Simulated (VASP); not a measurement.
The system is Sn2C.

```
Sn C
1.0
     3.21581    0.00000    0.00000
    -1.60790    2.78497    0.00000
     0.00000    0.00000   12.67751
Sn C
4 2
Direct
  0.33333 0.66667 0.62100
  0.66667 0.33333 0.12100
  0.33333 0.66667 0.87900
  0.66667 0.33333 0.37900
  0.33333 0.66667 0.25000
  0.66667 0.33333 0.75000
```

The cell was built by a generator and needn't be a form met in nature.

- Program: VASP 6.6.1
- Task: relaxation of cell and atoms
- Functional: PBE
- Potentials or basis: VASP PAW PBE potentials, release 64 (Sn_d, C)
- Cutoff: 520 eV
- k mesh: 6 × 6 × 2
- Occupations: gaussian, width 0.15 eV
- Spin: no spin polarisation

At the start: pressure 4.1 GPa; volume 18.92 Å³/atom.

Problem. Where does the relaxation end?

Solution. Over 22 steps the energy falls by 202.2 meV/atom and the volume is 21.15 Å³/atom (+11.8 %); space group P6_3/mmc (No. 194, to 0.05 Å).

The path:
| step | energy change (eV) | largest force (eV/Å) | pressure (GPa) | volume (Å³) |
| --- | --- | --- | --- | --- |
| 1 | 0.0000 | 1.5117 | 4.14 | 113.54 |
| 2 | -1.0487 | 0.9490 | -0.42 | 121.41 |
| 3 | -1.1692 | 0.1568 | -0.85 | 124.42 |
| 4 | -1.1690 | 0.3254 | -0.81 | 124.08 |
| 5 | -1.1725 | 0.1811 | 1.80 | 121.95 |
| 6 | -1.1775 | 0.0757 | 0.23 | 122.84 |
| 7 | -1.1774 | 0.0191 | 0.64 | 122.76 |
| 8 | -1.1775 | 0.0608 | 0.63 | 122.81 |
| 9 | -1.1864 | 0.0175 | 0.64 | 123.18 |
| 10 | -1.2018 | 0.0513 | 1.06 | 124.26 |
| 11 | -1.2075 | 0.2293 | -0.50 | 127.29 |
| 12 | -1.2091 | 0.1829 | 0.15 | 126.31 |
| 13 | -1.2090 | 0.1551 | -0.12 | 126.57 |
| 14 | -1.2090 | 0.1891 | 0.08 | 126.47 |
| 15 | -1.2090 | 0.1668 | 0.11 | 126.52 |
| 16 | -1.2117 | 0.0635 | -0.60 | 127.96 |
| 17 | -1.2116 | 0.1349 | -0.36 | 127.55 |
| 18 | -1.2117 | 0.0917 | -0.31 | 127.72 |
| 19 | -1.2117 | 0.0897 | -0.58 | 127.80 |
| 20 | -1.2117 | 0.1105 | -0.68 | 127.75 |
| 21 | -1.2108 | 0.1224 | 1.18 | 126.01 |
| 22 | -1.2134 | 0.0320 | 0.02 | 126.91 |

Final structure:
```
CELL_PARAMETERS angstrom
3.43180 0.00000 0.00000
-1.71590 2.97202 0.00000
0.00000 0.00000 12.44321
ATOMIC_POSITIONS crystal
Sn 0.33333 0.66667 0.63427
Sn 0.66667 0.33333 0.13427
Sn 0.33333 0.66667 0.86573
Sn 0.66667 0.33333 0.36573
C 0.33333 0.66667 0.25000
C 0.66667 0.33333 0.75000
```

Caveat: the k mesh is coarse (spacing up to 0.38 Å⁻¹), so the values aren't converged; this functional lacks dispersion, which binds the layers, so the pressure and a relaxed spacing across them are unreliable.
